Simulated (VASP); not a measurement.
```yaml
crystal:
  lattice:
    - [5.83475, 0.00000, 0.00000]
    - [0.00000, 5.83475, 0.00000]
    - [0.00000, 0.00000, 8.51035]
  atoms:
    - { symbol: Rb, position: [0.00000, 0.50000, 0.25000] }
    - { symbol: Rb, position: [0.00000, 0.50000, 0.75000] }
    - { symbol: Rb, position: [0.50000, 0.00000, 0.25000] }
    - { symbol: Rb, position: [0.50000, 0.00000, 0.75000] }
    - { symbol: H, position: [0.50000, 0.50000, 0.30637] }
    - { symbol: H, position: [0.50000, 0.50000, 0.69363] }
    - { symbol: H, position: [0.00000, 0.00000, 0.80637] }
    - { symbol: H, position: [0.00000, 0.00000, 0.19363] }
    - { symbol: H, position: [0.30024, 0.69976, 0.50000] }
    - { symbol: H, position: [0.69976, 0.30024, 0.50000] }
    - { symbol: H, position: [0.80024, 0.80024, 0.00000] }
    - { symbol: H, position: [0.19976, 0.19976, 0.00000] }
    - { symbol: Pd, position: [0.50000, 0.50000, 0.50000] }
    - { symbol: Pd, position: [0.00000, 0.00000, 0.00000] }
```

Calculation: r2SCAN meta-GGA, VASP's PBE PAW potentials (set 64) (plane waves; VASP). Run with LREAL = Auto, 400 eV cut-off, 5×5×4 Γ-centred mesh, Gaussian smearing of 0.010 eV, potentials Rb_sv H Pd.

### Question
Give the direction-averaged independent-particle dielectric function (no local fields, no excitons; a broadening of 0.1 eV leaves a tail below the gap, and fine structure carries the noise of the k-mesh).

### Answer

```csv
ħω (eV),ε₁,ε₂
0.00,3.11,0.00
0.30,3.12,0.00
0.70,3.14,0.01
1.10,3.19,0.01
1.50,3.26,0.02
1.90,3.36,0.03
2.30,3.51,0.05
2.70,3.73,0.07
3.10,4.12,0.13
3.50,4.89,0.49
3.80,5.31,1.32
4.20,5.37,2.98
4.60,3.31,5.06
5.00,1.83,3.59
5.40,0.23,2.84
5.80,0.18,1.00
6.20,1.53,0.56
6.60,2.09,1.04
7.00,2.16,1.34
7.40,2.44,1.64
7.70,1.75,1.94
8.10,1.43,1.57
8.50,1.37,1.73
8.90,1.42,1.43
9.30,1.53,1.34
9.70,0.94,1.67
10.10,0.86,1.24
10.50,1.04,0.99
10.90,1.26,1.02
11.30,1.34,1.02
11.60,1.27,1.26
12.00,1.12,1.04
12.40,1.23,0.97
12.80,1.20,1.04
13.20,1.39,0.89
13.60,1.41,1.08
14.00,1.31,1.12
14.40,1.11,1.32
14.80,0.76,0.76
15.20,1.27,0.51
```
ε₂ peaks at 4.6 eV (height 5.1), 7.5 eV (height 2.1); ε₁(0) averages 3.11, so the electronic refractive index below the gap tends to √3.11 = 1.76.

The structure comes from a computed database's Rb2H4Pd entry (P4_2/mnm); how it stands against other phases isn't given here. It was relaxed first.
